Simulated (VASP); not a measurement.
A convergence study with VASP on Y (space group no. 194 when undisturbed): one setting is varied, all else stays as given below, so the limit is that of these other settings. One atom is moved off its site, so that forces are finite.

```yaml
crystal:
  lattice:
    - [1.81953, -3.15151, 0.00000]
    - [1.81953, 3.15151, 0.00000]
    - [0.00000, 0.00000, 5.71281]
  atoms:
    - { symbol: Y, position: [0.33333, 0.66667, 0.25875] }
    - { symbol: Y, position: [0.66667, 0.33333, 0.75000] }
```

Level of theory: PBE GGA, VASP's PBE PAW potentials (set 64) (plane waves; VASP). The tightest run used: 720 eV cut-off, 10×10×6 Γ-centred mesh, Gaussian smearing of 0.10 eV, potentials Y_sv.

Q: The settings run are ENCUT = 105; ENCUT = 120; ENCUT = 135; ENCUT = 150; ENCUT = 165; ENCUT = 180; ENCUT = 210; ENCUT = 240; ENCUT = 270; ENCUT = 330; ENCUT = 360; ENCUT = 405; ENCUT = 450; ENCUT = 525; ENCUT = 600; ENCUT = 720. From which on does the stress (every component) stay within 0.2 GPa of the tightest run?

A: From ENCUT = 330 on: it is off by 0.07 there and by no more than 0.2 in any finer run, while ENCUT = 270 is off by 0.34.
| setting | E (eV/atom) | pressure (GPa) | largest force (eV/Å) | plane waves | difference judged (GPa) |
|---|---|---|---|---|---|
| ENCUT = 105 | -6.4066 | -77.84 | 0.027 | 168 | 78.82 |
| ENCUT = 120 | -6.2731 | -43.37 | 0.096 | 214 | 43.40 |
| ENCUT = 135 | -6.4116 | -22.62 | 0.211 | 245 | 22.85 |
| ENCUT = 150 | -6.4194 | -10.47 | 0.243 | 288 | 10.55 |
| ENCUT = 165 | -6.4211 | -4.44 | 0.215 | 326 | 4.52 |
| ENCUT = 180 | -6.4194 | -1.77 | 0.192 | 368 | 1.82 |
| ENCUT = 210 | -6.4198 | -0.39 | 0.182 | 482 | 0.41 |
| ENCUT = 240 | -6.4232 | -0.40 | 0.182 | 568 | 0.40 |
| ENCUT = 270 | -6.4269 | -0.34 | 0.180 | 683 | 0.34 |
| ENCUT = 330 | -6.4319 | -0.06 | 0.179 | 911 | 0.07 |
| ENCUT = 360 | -6.4323 | -0.02 | 0.180 | 1033 | 0.02 |
| ENCUT = 405 | -6.4323 | -0.01 | 0.180 | 1232 | 0.02 |
| ENCUT = 450 | -6.4323 | -0.01 | 0.180 | 1444 | 0.01 |
| ENCUT = 525 | -6.4325 | 0.00 | 0.180 | 1802 | 0.00 |
| ENCUT = 600 | -6.4325 | 0.00 | 0.180 | 2219 | 0.00 |
| ENCUT = 720 | -6.4324 | 0.00 | 0.180 | 2896 | 0.00 |

Left out are rungs that failed or repeat a setting and relaxations that didn't move; long series are thinned to 24 rows.

The structure is a typed Y crystal (space group no. 194). The cell was not relaxed at this level, it is distorted from the ideal structure.
